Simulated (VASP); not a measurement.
Here is the system:

```xyz
2
Lattice="0.0000 2.7195 2.7195 2.7195 0.0000 2.7195 2.7195 2.7195 0.0000" Properties=species:S:1:pos:R:3 pbc="T T T"
Ga     0.0000     0.0000     0.0000
P      1.3598     1.3598     1.3598
```

All values below come from PBEsol GGA, VASP's PBE PAW potentials (set 64) (plane waves; VASP). Run with 500 eV cut-off, 8×8×8 Γ-centred mesh, Gaussian smearing of 0.050 eV, potentials Ga_d P.

Q: What does the run give for the energy per atom (σ→0), band gap (on the k-mesh) with the smallest direct gap where there is one?

A: 
```json
{
 "band gap (on the k-mesh)": "1.50 eV",
 "smallest direct gap (on the k-mesh)": "1.80 eV",
 "energy per atom (σ→0)": "-4.961 eV/atom"
}
```

The absolute energy has meaning only against runs of the same code, potentials and settings.

The structure was generated: GaP was put into the zinc blende type (F-43m), which need not be its known phase. It was relaxed first, which changed the volume by +9 %.
